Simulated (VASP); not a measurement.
OSZICAR of a VASP run on MgI$_{2}$ (1T layered):

File OSZICAR:
```
       N       E                     dE             d eps       ncg     rms          rms(c)
DAV:   1     0.880569142250E+02    0.88057E+02   -0.59139E+03   576   0.105E+03
DAV:   2     0.374499757308E+01   -0.84312E+02   -0.77868E+02   836   0.156E+02
DAV:   3    -0.267253057088E+01   -0.64175E+01   -0.63915E+01   724   0.507E+01
DAV:   4    -0.279198422410E+01   -0.11945E+00   -0.11943E+00   768   0.864E+00
DAV:   5    -0.279383855003E+01   -0.18543E-02   -0.18543E-02   732   0.110E+00    0.380E+00
DAV:   6    -0.266584830592E+01    0.12799E+00   -0.17361E-01   624   0.231E+00    0.264E+00
DAV:   7    -0.265007573254E+01    0.15773E-01   -0.14738E-01   680   0.221E+00    0.753E-01
DAV:   8    -0.264938700955E+01    0.68872E-03   -0.83933E-03   632   0.579E-01    0.254E-01
DAV:   9    -0.264966407143E+01   -0.27706E-03   -0.12389E-03   700   0.273E-01    0.909E-02
DAV:  10    -0.264965462429E+01    0.94471E-05   -0.24012E-05   712   0.439E-02    0.542E-02
DAV:  11    -0.264965911158E+01   -0.44873E-05   -0.17500E-05   676   0.329E-02    0.216E-02
DAV:  12    -0.264965986984E+01   -0.75826E-06   -0.16228E-06   712   0.898E-03    0.123E-02
DAV:  13    -0.264965987532E+01   -0.54780E-08   -0.38543E-08   444   0.164E-03
   1 F= -.26496599E+01 E0= -.26496599E+01  d E =-.264966E+01
       N       E                     dE             d eps       ncg     rms          rms(c)
DAV:   1    -0.264970461432E+01   -0.44744E-04   -0.11937E-03   656   0.202E-01    0.228E-02
DAV:   2    -0.264969578089E+01    0.88334E-05   -0.36694E-05   684   0.444E-02    0.101E-02
DAV:   3    -0.264968992431E+01    0.58566E-05   -0.77151E-06   708   0.179E-02    0.387E-03
DAV:   4    -0.264968962739E+01    0.29692E-06   -0.20516E-06   724   0.852E-03    0.156E-03
DAV:   5    -0.264968963652E+01   -0.91333E-08   -0.10281E-07   364   0.218E-03
   2 F= -.26496896E+01 E0= -.26496896E+01  d E =-.297612E-04
```

Q: Which electronic solver shows in the log?

A: It is blocked Davidson (ALGO = Normal, or the opening steps of other solvers). The INCAR had ALGO = Normal.

Q: Can the final energy be trusted as converged?

A: The run converged. It stopped with EDIFF = 1E-7, NELM = 100, NSW = 30 and EDIFFG = -0.01 after 2 ionic steps (optB86b-vdW, plane waves, VASP's PBE PAW potentials (set 64)).

The compound is MgI2 in the 1T layered structure. This run relaxes it. Symmetry was kept, so distortions that lower it aren't found.
